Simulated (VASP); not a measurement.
A VASP calculation is set up with these files.

INCAR:
```
! general
SYSTEM =KI
PREC   =Accurate
ENCUT  =500
LREAL  =F
LASPH  =T

! electronic loop
EDIFF  =1E-6
NELM   =100
ALGO   =Normal
LMAXMIX=4

! smearing
ISMEAR =0
SIGMA  =0.05

! functional
GGA    =PS

! ions
IBRION =2
NSW    =40
ISIF   =3
EDIFFG =-0.02
PSTRESS=450

! output
LWAVE  =F
LCHARG =F
```

POSCAR:
```
KI
1
    0.0000000000     2.7864054840     2.7864054840
    2.7864054840     0.0000000000     2.7864054840
    2.7864054840     2.7864054840     0.0000000000
K I
1 1
Direct
  0.0000000000   0.0000000000   0.0000000000
  0.5000000000   0.5000000000   0.5000000000
```

### KPOINTS
```
kpoints
0
Gamma
  8 8 8
```

POTCAR, in this order: K_sv I (PBE.64 set). Program: vasp_std.

### Question
Translate this PBEsol calculation to Quantum ESPRESSO's pw.x.

### Answer
One equivalent input (not run):
```
&CONTROL
  calculation = 'vc-relax'
  pseudo_dir = './pseudo'
  outdir = './out'
  tprnfor = .true.
  tstress = .true.
  nstep = 40
  forc_conv_thr = 0.00078
/
&SYSTEM
  ibrav = 0
  nat = 2
  ntyp = 2
  ecutwfc = 74
  occupations = 'smearing'
  smearing = 'gaussian'
  degauss = 0.003675
  input_dft = 'pbesol'
/
&ELECTRONS
  conv_thr = 7.3e-08
  electron_maxstep = 100
/
&IONS
/
&CELL
  press = 450
/
ATOMIC_SPECIES
  K 39.098 K.upf
  I 126.904 I.upf
CELL_PARAMETERS angstrom
     0.0000000    2.7864055    2.7864055
     2.7864055    0.0000000    2.7864055
     2.7864055    2.7864055    0.0000000
ATOMIC_POSITIONS crystal
  K    0.0000000  0.0000000  0.0000000
  I    0.5000000  0.5000000  0.5000000
K_POINTS automatic
  8 8 8 0 0 0
```
The two are equivalent in intent, not identical: the potentials are each code's own (VASP's PAW set, PseudoDojo norm-conserving files in pw.x), so ENCUT and ecutwfc are chosen apart and not converted; conv_thr bounds pw.x's estimated SCF error, while EDIFF bounds the energy change between steps; forc_conv_thr acts on force components and is met together with etot_conv_thr.

The compound is KI in the rock salt structure. It was relaxed first under an external pressure of 45 GPa.
